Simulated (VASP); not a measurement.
Method: optB86b-vdW, VASP's PBE PAW potentials (set 64) (plane waves; VASP).

VASP input:

### KPOINTS
```
k-points along high-symmetry lines
15
Line-mode
Reciprocal
  0.000000   0.000000   0.000000 ! GAMMA
 -0.500000  -0.500000   0.000000 ! X

 -0.500000  -0.500000   0.000000 ! X
 -0.375000  -0.375000   0.250000 ! U

 -0.375000  -0.000000   0.375000 ! K
  0.000000   0.000000   0.000000 ! GAMMA

  0.000000   0.000000   0.000000 ! GAMMA
 -0.000000  -0.000000   0.500000 ! L

 -0.000000  -0.000000   0.500000 ! L
 -0.500000  -0.250000   0.250000 ! W

 -0.500000  -0.250000   0.250000 ! W
 -0.500000  -0.500000   0.000000 ! X
```

### INCAR
```
AGGAC=0.0
ALGO=Normal
EDIFF=1E-7
ENCUT=520
GGA=MK
ICHARG=11
ISMEAR=0
LASPH=.TRUE.
LCHARG=.FALSE.
LMAXMIX=4
LORBIT=11
LREAL=.FALSE.
LUSE_VDW=.TRUE.
LWAVE=.FALSE.
NELM=100
PARAM1=0.1234
PARAM2=1.0
PREC=Accurate
SIGMA=0.05
SYSTEM=CuI
```

File POSCAR:
```
CuI
1
    0.0000000000     3.0081198566     3.0081198566
    3.0081198566     0.0000000000     3.0081198566
    3.0081198566     3.0081198566     0.0000000000
Cu I
1 1
Direct
  0.0000000000   0.0000000000   1.0000000000
  0.2500000000   0.2500000000   0.2500000000
```

POTCAR, in this order: Cu I (PBE.64 set). Program: vasp_std. Read from the step before: CHGCAR.

The resulting files:

OSZICAR:
```
       N       E                     dE             d eps       ncg     rms          rms(c)
DAV:   1     0.113379815013E+03    0.11338E+03   -0.81208E+03  2340   0.151E+03
DAV:   2     0.874777889652E+01   -0.10463E+03   -0.98406E+02  2385   0.272E+02
DAV:   3     0.298624619240E+00   -0.84492E+01   -0.82515E+01  3160   0.847E+01
DAV:   4     0.171044341805E-01   -0.28152E+00   -0.28137E+00  2977   0.142E+01
DAV:   5     0.895400392278E-02   -0.81504E-02   -0.81502E-02  3337   0.255E+00
DAV:   6     0.876948855534E-02   -0.18452E-03   -0.18452E-03  3107   0.352E-01
DAV:   7     0.876634352971E-02   -0.31450E-05   -0.31450E-05  3375   0.427E-02
DAV:   8     0.876626652212E-02   -0.77008E-07   -0.77012E-07  3022   0.501E-03
   1 F= 0.87662665E-02 E0= 0.87662665E-02  d E =-.250693E-14
```

### OUTCAR
```
 val. band max:        4.5587462853   @ k =   0.0000   0.0000   0.0000

 cond. band min:       5.7192265049   @ k =   0.0000   0.0000   0.0000



 k-point     1 :       0.0000    0.0000    0.0000
  band No.  band energies     occupation
      1      -9.5561      2.00000
      2       0.8388      2.00000
      3       0.8388      2.00000
      4       0.8388      2.00000
      5       2.5923      2.00000
      6       2.5923      2.00000
      7       4.5587      2.00000
      8       4.5587      2.00000
      9       4.5587      2.00000
     10       5.7192      0.00000
     11       9.4327      0.00000
     12       9.4327      0.00000
     13       9.4327      0.00000

 k-point     2 :      -0.0357   -0.0357    0.0000
  band No.  band energies     occupation
      1      -9.5475      2.00000
      2       0.8094      2.00000
      3       0.8376      2.00000
      4       0.8376      2.00000
      5       2.5894      2.00000
      6       2.5934      2.00000
      7       4.4683      2.00000
      8       4.5287      2.00000
      9       4.5287      2.00000
     10       5.8521      0.00000
     11       9.3592      0.00000
     12       9.4835      0.00000
     13       9.4835      0.00000

 k-point     3 :      -0.0714   -0.0714    0.0000
  band No.  band energies     occupation
      1      -9.5220      2.00000
      2       0.7239      2.00000
      3       0.8342      2.00000
      4       0.8342      2.00000
      5       2.5810      2.00000
      6       2.5967      2.00000
      7       4.2753      2.00000
      8       4.4431      2.00000
      9       4.4431      2.00000
     10       6.1676      0.00000
     11       9.1655      0.00000
     12       9.6314      0.00000
     13       9.6314      0.00000

 k-point     4 :      -0.1071   -0.1071    0.0000
  band No.  band energies     occupation
      1      -9.4805      2.00000
      2       0.5890      2.00000
      3       0.8287      2.00000
      4       0.8287      2.00000
...
```

The density is held fixed in this step, so its total energy and stress have no physical meaning. Unless said otherwise, spin-orbit coupling is left out, though it shifts the bands of the heavy elements here.

The compound is CuI in the zinc blende structure. It was relaxed first.
